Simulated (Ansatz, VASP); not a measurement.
# Cross-check of HfN2 between VASP and Ansatz

Wanted: the spread between two codes on one cell, functional and k mesh. The cell is invented: As first built, before any earlier steps moved the atoms (in the runner's words): it takes the WN2 structure with some of its atoms replaced by other elements, volume scaled by an estimate. It may not be a known or stable phase. The cell is taken from a series of VASP runs on this material, whose earlier steps may have relaxed, scaled or displaced it; both programs get it as it stands.

Calculated with Ansatz 0.2.0; plane waves, with VASP 6.6.1 beside it; relaxation of cell and atoms at PBEsol.

## 1. The structure

Symmetry: P-6m2, No. 187, hexagonal system. The conventional cell has a = 3.197 Å, b = 3.197 Å, c = 3.770 Å, α = 90.00°, β = 90.00°, γ = 120.00°. Nearest to Hf lie 6 N at 2.19 Å. Nearest to N lie 1 N at 1.41 Å and 3 Hf at 2.19 Å. As first built, before any earlier steps moved the atoms (in the runner's words): sites of the WN2 structure (space group 187) filled with other elements, volume scaled by an estimate. Farther neighbours and most contacts between anions are not listed.

Coordinates:

```cif
data_structure
_symmetry_space_group_name_H-M 'P-6m2'
_symmetry_Int_Tables_number 187
_cell_length_a 3.1974
_cell_length_b 3.1974
_cell_length_c 3.7698
_cell_angle_alpha 90.000
_cell_angle_beta 90.000
_cell_angle_gamma 120.000
_cell_volume 33.38
loop_
_atom_site_label
_atom_site_type_symbol
_atom_site_symmetry_multiplicity
_atom_site_Wyckoff_symbol
_atom_site_fract_x
_atom_site_fract_y
_atom_site_fract_z
_atom_site_occupancy
Hf1 Hf 1 f 0.66667 0.33333 0.50000 1
N1 N 2 g 0.00000 0.00000 0.81302 1
```

## 2. Ansatz: relaxation of cell and atoms, PBEsol

Ansatz runs on its default PAW (the set named soft_2) files.

The relaxed volume is the usual yardstick between codes: its relative difference is about their pressure difference at one cell divided by the bulk modulus.

input.yaml

```yaml
crystal:
  lattice:
    - [3.1974344228, -1.051e-07, 0.0]
    - [-1.5987178879, 2.7690590463, 0.0]
    - [0.0, 0.0, 3.7698323808]
  atoms:
    - { symbol: Hf, position: [0.66666667, 0.33333333, 0.5] }
    - { symbol: "N", position: [0.0, 0.0, 0.8130225613] }
    - { symbol: "N", position: [0.0, 0.0, 0.1869774387] }
hamiltonian:
  xc: pbesol
  pseudopotentials: { kind: paw }
kpoints:
  mp_grid: { grid: [8, 8, 6] }
scf:
  occupations: { method: gaussian, width: 0.05 }
relax:
  f_tol: 0.01
  max_steps: 60
  cell: { stress_tol: 0.05 }
output:
  forces: true
  stress: true
  write_density: true
  write_potential: true
  elf: true
  volumetric_format: npy
```

The run is started by

```console
$ ansatz run input.yaml --threads 4 --pin off --max-ram 9216MiB --backend cpu --events-out ev --progress --plain --runs-dir out
```

Numbers of over 12 decimals in the logs are rounded to 6 here.

What it wrote:

```text
Warning: the atoms were moved onto the symmetric positions of the space group found under crystal.symmetry.tolerance 1.0e-5 (fractional; no operation is sought that the atoms, as they stand in a round, miss by more than twice it, and no atom is moved by as much as it), and the run uses the moved positions. Before a round's move an operation carried an atom to 2.13e-8 Å from where it should land, the largest such dist [...]
Engine: ansatz 0.2.0, aarch64-unknown-linux-gnu
Pseudopotentials: kind: paw
Pseudopotential: Hf, paw, valence charge 26, recommended cutoff 420 eV (normal), Hf.paw.azcp
Pseudopotential: N, paw, valence charge 5, recommended cutoff 420 eV (normal), N.paw.azcp
Functional definition: PBEsol
  exchange = pbesol_x
  correlation = pbesol_c
Crystal: 3 atoms, lattice volume = 33.378 Å³
Basis set: ecut = 420 eV, 661 PW (Γ), exchange–correlation on 48×48×54 points (8 copies of the dense FFT grid, shifted against one another)
Bands: 22, of which v1, the nominal top of the filled ones, is band 18 counted from 1 (17 counted from 0)
Symmetry: 12 space group operations
Space group: P-6m2 (ITA 187), of the structure as read, at distance tolerance 3.2e-5 Å
k-points: 40 of 384 (time reversal used)
Non-local potential: Hf, projectors of the file, l = 0: 3, l = 1: 2, l = 2: 2, l = 3: 3
Non-local potential: N, projectors of the file, l = 0: 2, l = 1: 2, l = 2: 1
PAW form: soft (Blöchl's): semilocal exchange-correlation on the pseudo side does not see the compensation charge
PAW frozen core: Hf, regenerated for the run's functional, and the local potential with it (the file was generated under x = pbe(κ = 0.804, μ = 0.219515), c = pbe(β = 0.066725))
PAW frozen core: N, regenerated for the run's functional, and the local potential with it (the file was generated under x = pbe(κ = 0.804, μ = 0.219515), c = pbe(β = 0.066725))
PAW one-centre angular grid: Hf, 590 points (default); XC on 64 Gauss nodes
PAW one-centre angular grid: N, 110 points (default); XC on 64 Gauss nodes
Initial density: superposition of atomic densities (neutral atoms: chi_scale 0, normalization atom), corrected by the library's trained network
Initial wavefunctions: pseudopotential atomic-orbital guess
Functional: x = pbesol(κ = 0.804, μ = 0.123457), c = pbesol(β = 0.046)
SCF iter   1: F=—  HF=-16357.400091 eV  |F-HF|=—  |Δ(HF+E_count)|=         —  Δρ=9.95e-3  dr2=3.25e-2  ethr=1.77e-3  ⟨swp⟩=4.4  Hψ=3263  notcnv=0
preconditioner: auto → LDOS  [insulator: Δε(μ)=0.079 eV  Ē_g=17.391 eV  σ=0.050 eV  W_gap=0.57  n_scr=8 (ndim 8)  ℏωp=37.5 eV  f_vac=0.018  D(μ)=1.48/eV (n_scr^D=20)  ε∞_Penn≈5.6  β→1.0]
SCF iter   2: F=—  HF=-16357.395853 eV  |F-HF|=—  |Δ(HF+E_count)|=   4.24e-3  Δρ=3.12e-3  dr2=2.52e-3  ethr=9.03e-5  ⟨swp⟩=2.0  Hψ=1537  notcnv=0  defer=1
SCF iter   3: F=—  HF=-16357.395683 eV  |F-HF|=—  |Δ(HF+E_count)|=   1.70e-4  Δρ=1.32e-3  dr2=5.93e-4  ethr=7.00e-6  ⟨swp⟩=2.0  Hψ=1444  notcnv=0  defer=1
SCF iter   4: F=—  HF=-16357.395583 eV  |F-HF|=—  |Δ(HF+E_count)|=   1.00e-4  Δρ=5.83e-4  dr2=1.32e-4  ethr=1.65e-6  ⟨swp⟩=2.2  Hψ=1476  notcnv=0  defer=1
SCF iter   5: F=—  HF=-16357.395542 eV  |F-HF|=—  |Δ(HF+E_count)|=   4.07e-5  Δρ=9.28e-5  dr2=1.70e-6  ethr=3.67e-7  ⟨swp⟩=2.0  Hψ=1394  notcnv=0  defer=1
SCF iter   6: F=—  HF=-16357.395565 eV  |F-HF|=—  |Δ(HF+E_count)|=   2.25e-5  Δρ=2.58e-5  dr2=1.29e-7  ethr=4.72e-9  ⟨swp⟩=2.1  Hψ=1431  notcnv=0  defer=1
SCF iter   7: F=-16357.395565 eV  HF=-16357.395565 eV  |F-HF|=1.04e-9  |Δ(HF+E_count)|=   7.21e-8  Δρ=5.15e-6  dr2=6.32e-9  ethr=2.78e-10  ⟨swp⟩=7.8  Hψ=5495  notcnv=0
SCF 1 converged in 7 iterations: F = -16357.395565 eV  dr2 = 6.32e-9
  greatest PAW one-centre occupation: 0.998 electrons in one spin orbital (limit 2), on the Hf atom at site 0 (counted from 0), in its partial waves of l = 3
relax step   1: F+E_penalty+E_count = -16357.39556469 eV  Δ(F+E_penalty+E_count) = +0.000e0 eV  max|allowed force component| = 2.086e-2 eV/Å  Δτ_max = 0.0000 Å  P = +5.878 GPa  Ω = 33.378 Å³  (7 SCF iters, dr2 threshold 1.00e-7 eV, accepted)
[... from here on, the SCF cycles and remarks between the steps are left out ...]
relax step   2: F+E_penalty+E_count = -16357.39093997 eV  Δ(F+E_penalty+E_count) = +4.625e-3 eV  max|allowed force component| = 3.167e-2 eV/Å  Δτ_max = 0.0067 Å  P = -1.886 GPa  Ω = 34.584 Å³  energy of the carried Pulay correction = -4.915e-3 eV  (6 SCF iters, dr2 threshold 3.00e-7 eV, accepted)
relax step   3: F+E_penalty+E_count = -16357.40899778 eV  Δ(F+E_penalty+E_count) = -1.806e-2 eV  max|allowed force component| = 7.572e-2 eV/Å  Δτ_max = 0.0053 Å  P = +0.514 GPa  Ω = 34.141 Å³  energy of the carried Pulay correction = -3.132e-3 eV  (5 SCF iters, dr2 threshold 3.00e-7 eV, accepted)
relax step   4: F+E_penalty+E_count = -16357.40911448 eV  Δ(F+E_penalty+E_count) = -1.167e-4 eV  max|allowed force component| = 8.078e-2 eV/Å  Δτ_max = 0.0005 Å  P = +0.298 GPa  Ω = 34.163 Å³  energy of the carried Pulay correction = -3.219e-3 eV  (3 SCF iters, dr2 threshold 3.00e-7 eV, accepted)
relax step   5: F+E_penalty+E_count = -16357.40912353 eV  Δ(F+E_penalty+E_count) = -9.055e-6 eV  max|allowed force component| = 1.951e-2 eV/Å  Δτ_max = 0.0009 Å  P = +0.008 GPa  Ω = 34.199 Å³  energy of the carried Pulay correction = -3.365e-3 eV  (4 SCF iters, dr2 threshold 3.00e-7 eV, accepted)
relax step   6: F+E_penalty+E_count = -16357.40912617 eV  Δ(F+E_penalty+E_count) = -2.640e-6 eV  max|allowed force component| = 3.302e-4 eV/Å  Δτ_max = 0.0003 Å  P = -0.003 GPa  Ω = 34.200 Å³  energy of the carried Pulay correction = -3.369e-3 eV  (4 SCF iters, dr2 threshold 2.38e-8 eV, accepted)
relax step   7: F+E_penalty+E_count = -16357.41329172 eV  Δ(F+E_penalty+E_count) = -4.166e-3 eV  max|allowed force component| = 3.932e-5 eV/Å  Δτ_max = 0.0000 Å  P = +0.154 GPa  Ω = 34.200 Å³  stress off target by 2.57e-1 GPa  SCF on the basis re-selected at this cell (its energy is not comparable with the rows above)  (6 SCF iters)
relax step   8: F+E_penalty+E_count = -16357.41320042 eV  Δ(F+E_penalty+E_count) = +9.130e-5 eV  max|allowed force component| = 3.134e-4 eV/Å  Δτ_max = 0.0002 Å  P = +0.003 GPa  Ω = 34.225 Å³  energy of the carried Pulay correction = -1.176e-4 eV  (3 SCF iters, dr2 threshold 1.65e-7 eV, accepted)
relax step   9: F+E_penalty+E_count = -16357.41340335 eV  Δ(F+E_penalty+E_count) = -2.029e-4 eV  max|allowed force component| = 3.510e-4 eV/Å  Δτ_max = 0.0000 Å  P = +0.006 GPa  Ω = 34.225 Å³  stress off target by 7.23e-3 GPa  SCF on the basis re-selected at this cell (its energy is not comparable with the rows above)  (5 SCF iters)
basis re-selected at this cell: Δ(F+E_penalty+E_count) = -2.029e-4 eV, ΔP = +0.002 GPa vs the last step (what re-selecting the basis moved, of the pressure what is left beyond the Pulay correction that the steps carried, after the strain that the cell walked since its last selection, with what the two solves' SCF thresholds leave and, on support functions, any second-order correction that the steps lacked; it is no m [...]
SCF converged after 5 iterations
Free energy (F): -16357.413403 eV
Harris-Foulkes:  -16357.413403 eV  (|F-HF|=5.46e-12)
Internal energy: -16357.412497 eV  (E = F + TS)
E sigma→0 (E₀):  -16357.412950 eV
Entropy (-TS):   -0.000906 eV (-0.302 meV/atom)
Fermi energy:    16.819806 eV
--- Per-component energies (eV) ---
  E_band       = 32.554680
  E_kinetic    = 685.619079
  E_local      = -5886.329229  (includes V_loc(G=0)·N_el)
  E_nonlocal   = -1146.293991
  E_hartree    = 2708.217792
  E_xc         = -416.683570
  E_vxc        = -417.944816  (∫ρ·V_xc dr)
  E_paw        = -7052.329490  (= ΣΔE_a)
  E_vpaw       = 1381.067922  (= ΣTr[D̂ρ^β])
  E_aug_tail   = 0.000193  (compensation charges beyond the density's cutoff)
  E_ewald      = -5250.920569
  E_core_change = 1.307289  (= ΣΔE_core)
  E_smearing   = -0.000906  (= −TS)
  E_closure    = 0.000000  (closes the sum)
  Σ components = -16357.413403   (vs F -16357.413403, Δ=0.00e0)
--- Forces (eV/Å), atoms counted from 1 ---
  atom   1  Hf     0.00000000    -0.00000000     0.00000000
  atom   2  N      0.00000000    -0.00000000    -0.00035095
  atom   3  N      0.00000000    -0.00000000     0.00035095
  max |Σ_I F_I| component: 8.33e-16 eV/Å
--- Stress (GPa, compression-positive) ---
        0.007226      -0.000000       0.000000
        0.000000       0.007226       0.000000
        0.000000       0.000000       0.002626
  P = ⅓ Tr σ = 0.0057 GPa (0.057 kbar)
--- Band table (eV; the first three rows and the last of 40) ---
  k-point 0: bands = [... 14 lower, 11.6506, 11.6506, 16.4011, 16.4011, 17.2955, 20.1454, 20.7403, 20.7403]
  k-point 1: bands = [... 14 lower, 11.8043, 11.8043, 15.8225, 15.8225, 17.6117, 20.0576, 21.2851, 21.2851]
  k-point 2: bands = [... 14 lower, 12.2043, 12.2043, 14.8219, 14.8219, 17.8827, 20.2383, 21.3591, 21.3591]
  k-point 39: bands = [... 14 lower, 11.7805, 12.3050, 14.3314, 15.6819, 18.7089, 20.8938, 21.8032, 23.0232]
--- Relaxed structure (7 steps of the walk, 7 accepted, 2 SCFs on fresh bases) ---
  F+E_penalty+E_count = -16357.41340335 eV   max|allowed force component| = 3.510e-4 eV/Å   (the final SCF, on the basis selected at the relaxed cell)
  cell:  # Å, volume = 34.2253 Å³
    - [3.234480, 3.4194388721045023e-7, 0.0]
    - [-1.617240, 2.801142, 0.0]
    - [0.0, 0.0, 3.777525]
  atoms:
    - { symbol: Hf, position: [0.666667, 0.333333, 0.500000] }
    - { symbol: N, position: [-8.635067971604497e-17, 6.167905696957425e-17, 0.812418] }
    - { symbol: N, position: [-8.635067971604497e-17, 6.167905696957425e-17, 0.187582] }
```

The job ended after 8.2 s (4 threads of Arm Neoverse V2, shared host; peak memory 0.37 GiB; 28 s of CPU time).

[end of part 1 of 2]

[Lines on the potential files, build, host, timing and source positions are cut from VASP's logs without a mark.]

[Logs are printed without paths, hosts, clocks, repeated set-up lines and the standing remarks that a program may print on its own settings, such as how far it seeks lower states.]

[Hosts, paths, dates, database ids (printed as entryN), source tags and the programs' standing remarks are cut or masked in the printed files.]
